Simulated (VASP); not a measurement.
All values below come from vdW-DF2, VASP's PBE PAW potentials (set 64) (plane waves; VASP).

VASP input:

**KPOINTS**
```
Automatic mesh
0
Gamma
7 7 7
0 0 0
```

**INCAR**
```
SYSTEM = SrVO3
PREC = Accurate; ENCUT = 520; LREAL = F
LASPH = T
EDIFF = 1E-6; NELM = 100; ALGO = Normal
LMAXMIX = 4
ISMEAR = 1; SIGMA = 0.1
GGA = ML; LUSE_VDW = T; AGGAC = 0.0
ZAB_VDW = -1.8867
IBRION = 2; NSW = 60; ISIF = 3
EDIFFG = -0.02
LWAVE = F; LCHARG = F
```

POSCAR:
```
SrVO3
1
    3.8155530627     0.0000000000     0.0000000000
    0.0000000000     3.8155530627     0.0000000000
   -0.0000000000    -0.0000000000     3.8155530627
Sr V O
1 1 3
Direct
  0.0000000000   0.0000000000   0.0000000000
  0.5000000000   0.5000000000   0.5000000000
  0.5000000000   0.0000000000   0.5000000000
  0.0000000000   0.5000000000   0.5000000000
  0.5000000000   0.5000000000   0.0000000000
```

POTCAR, in this order: Sr_sv V_sv O (PBE.64 set). Program: vasp_std.

Output of the run:

File OSZICAR:
```
       N       E                     dE             d eps       ncg     rms          rms(c)
DAV:   1     0.467722223554E+03    0.46772E+03   -0.24342E+04   960   0.179E+03
DAV:   2    -0.165578735107E+02   -0.48428E+03   -0.48035E+03  1280   0.491E+02
DAV:   3    -0.404512667687E+02   -0.23893E+02   -0.23857E+02   968   0.126E+02
DAV:   4    -0.412174148806E+02   -0.76615E+00   -0.76598E+00  1768   0.189E+01
DAV:   5    -0.412200411857E+02   -0.26263E-02   -0.26263E-02  1056   0.124E+00    0.392E+01
DAV:   6    -0.306435479529E+02    0.10576E+02   -0.11229E+02  1304   0.785E+01    0.205E+01
DAV:   7    -0.295562796604E+02    0.10873E+01   -0.36750E+01  1064   0.554E+01    0.190E+01
DAV:   8    -0.288217411370E+02    0.73454E+00   -0.27002E+00  1056   0.146E+01    0.779E+00
DAV:   9    -0.287711539500E+02    0.50587E-01   -0.13474E+00  1184   0.908E+00    0.254E+00
DAV:  10    -0.287309593951E+02    0.40195E-01   -0.53139E-01  1072   0.659E+00    0.103E+00
DAV:  11    -0.287236676309E+02    0.72918E-02   -0.44071E-02  1120   0.187E+00    0.121E-01
DAV:  12    -0.287240634942E+02   -0.39586E-03   -0.41704E-03  1184   0.409E-01    0.120E-01
DAV:  13    -0.287239102054E+02    0.15329E-03   -0.50288E-04  1032   0.155E-01    0.402E-02
DAV:  14    -0.287238944240E+02    0.15781E-04   -0.18728E-04  1104   0.782E-02    0.186E-02
DAV:  15    -0.287238948335E+02   -0.40947E-06   -0.90533E-06  1184   0.273E-02
   1 F= -.28723895E+02 E0= -.28722872E+02  d E =-.287239E+02
       N       E                     dE             d eps       ncg     rms          rms(c)
DAV:   1    -0.411132005844E+02   -0.12389E+02   -0.27071E+02  1000   0.168E+02    0.374E+01
DAV:   2    -0.513710825524E+02   -0.10258E+02   -0.32274E+02  1072   0.187E+02    0.267E+01
DAV:   3    -0.331607138648E+02    0.18210E+02   -0.34890E+01  1032   0.519E+01    0.135E+01
DAV:   4    -0.307692269657E+02    0.23915E+01   -0.54534E+01  1136   0.482E+01    0.191E+01
DAV:   5    -0.288206533786E+02    0.19486E+01   -0.11863E+01  1160   0.274E+01    0.492E+00
DAV:   6    -0.291072301592E+02   -0.28658E+00   -0.59949E+00   976   0.137E+01    0.650E+00
DAV:   7    -0.300232632790E+02   -0.91603E+00   -0.12050E+01  1088   0.228E+01    0.127E+01
DAV:   8    -0.287803803067E+02    0.12429E+01   -0.46706E+00  1128   0.168E+01    0.251E+00
DAV:   9    -0.287468130499E+02    0.33567E-01   -0.17830E-01  1128   0.296E+00    0.792E-01
DAV:  10    -0.287368641779E+02    0.99489E-02   -0.65014E-02  1184   0.210E+00    0.410E-01
DAV:  11    -0.287388141328E+02   -0.19500E-02   -0.43816E-03  1216   0.492E-01    0.545E-01
DAV:  12    -0.287372272771E+02    0.15869E-02   -0.17604E-03  1080   0.299E-01    0.358E-01
DAV:  13    -0.287370109521E+02    0.21632E-03   -0.23079E-03   976   0.268E-01    0.261E-01
DAV:  14    -0.287363272189E+02    0.68373E-03   -0.96585E-04  1080   0.258E-01    0.140E-01
DAV:  15    -0.287361432578E+02    0.18396E-03   -0.23685E-04  1248   0.120E-01    0.817E-02
DAV:  16    -0.287360718127E+02    0.71445E-04   -0.10106E-04  1112   0.817E-02    0.438E-02
DAV:  17    -0.287360442250E+02    0.27588E-04   -0.97528E-05  1192   0.789E-02    0.551E-03
DAV:  18    -0.287360440952E+02    0.12982E-06   -0.40817E-06   928   0.150E-02
   2 F= -.28736044E+02 E0= -.28734920E+02  d E =-.121493E-01
       N       E                     dE             d eps       ncg     rms          rms(c)
DAV:   1    -0.316070015140E+02   -0.28710E+01   -0.64114E+01   960   0.795E+01    0.170E+01
DAV:   2    -0.293204221661E+02    0.22866E+01   -0.97348E+00   992   0.300E+01    0.469E+00
DAV:   3    -0.291610780080E+02    0.15934E+00   -0.35746E+00  1056   0.140E+01    0.430E+00
DAV:   4    -0.289704841703E+02    0.19059E+00   -0.79960E-01  1256   0.824E+00    0.115E+00
DAV:   5    -0.289631877984E+02    0.72964E-02   -0.10540E-01  1416   0.197E+00    0.851E-01
DAV:   6    -0.289631690839E+02    0.18715E-04   -0.24066E-02  1240   0.910E-01    0.429E-01
DAV:   7    -0.289641627701E+02   -0.99369E-03   -0.34364E-03  1568   0.323E-01    0.874E-02
DAV:   8    -0.289641905982E+02   -0.27828E-04   -0.25465E-04  1528   0.107E-01    0.434E-02
DAV:   9    -0.289641876720E+02    0.29262E-05   -0.19893E-05  1128   0.425E-02    0.558E-03
DAV:  10    -0.289641873666E+02    0.30539E-06   -0.99530E-07   536   0.988E-03
   3 F= -.28964187E+02 E0= -.28963081E+02  d E =-.240293E+00
```

OUTCAR:
```
------------------------ aborting loop because EDIFF is reached ----------------------------------------
  FORCE on cell =-STRESS in cart. coord.  units (eV):
  Direction    XX          YY          ZZ          XY          YZ          ZX
  --------------------------------------------------------------------------------------
  Total       -0.0707394     -0.0707394     -0.0707394      0.0000000     -0.0000000      0.0000000
  in kB       -1.8759371     -1.8759371     -1.8759371      0.0000000     -0.0000000      0.0000000
  external PRESSURE =      -1.8759371 kB  Pullay stress =       0.0000000 kB
  volume of cell :       60.42
      direct lattice vectors                 reciprocal lattice vectors
     3.923900446  0.000000000  0.000000000     0.254848464 -0.000000000 -0.000000000
     0.000000000  3.923900446  0.000000000    -0.000000000  0.254848464  0.000000000
     0.000000000 -0.000000000  3.923900446    -0.000000000 -0.000000000  0.254848464
 POSITION                                       TOTAL-FORCE (eV/Angst)
 -----------------------------------------------------------------------------------
      0.00000      0.00000      0.00000        -0.000000      0.000000      0.000000
      1.96195      1.96195      1.96195         0.000000     -0.000000      0.000000
      1.96195     -0.00000      1.96195        -0.000000      0.000000      0.000000
      0.00000      1.96195      1.96195         0.000000     -0.000000      0.000000
      1.96195      1.96195      0.00000        -0.000000      0.000000      0.000000
 -----------------------------------------------------------------------------------
    total drift:                                0.000000      0.000000      0.000000
  FREE ENERGIE OF THE ION-ELECTRON SYSTEM (eV)
  ---------------------------------------------------
  free  energy   TOTEN  =       -28.9641873666 eV

  energy  without entropy=      -28.9608695002  energy(sigma->0) =      -28.96308141

 reached required accuracy - stopping structural energy minimisation
```
(Selected blocks of OUTCAR.)

CONTCAR:
```
SrVO3
   1.00000000000000
     3.9239004456522490    0.0000000000000000    0.0000000000000000
     0.0000000000000000    3.9239004456522490    0.0000000000000000
     0.0000000000000000   -0.0000000000000000    3.9239004456522490
  Sr              V               O
     1     1     3
Direct
     0.0000000000000000    0.0000000000000000    0.0000000000000000
     0.5000000000000000    0.5000000000000000    0.5000000000000000
     0.5000000000000000    0.0000000000000000    0.5000000000000000
     0.0000000000000000    0.5000000000000000    0.5000000000000000
     0.5000000000000000    0.5000000000000000    0.0000000000000000
```

Energy and stress use the plane-wave basis of the starting cell.

The compound is SrVO3 in the cubic perovskite structure. This run relaxes it. Symmetry was kept, so distortions that lower it aren't found. The start is the result of an earlier pass. The run is not spin-polarised, so no magnetic state was tried. The electron count is odd and the run is not spin-polarised, which forces a metal.
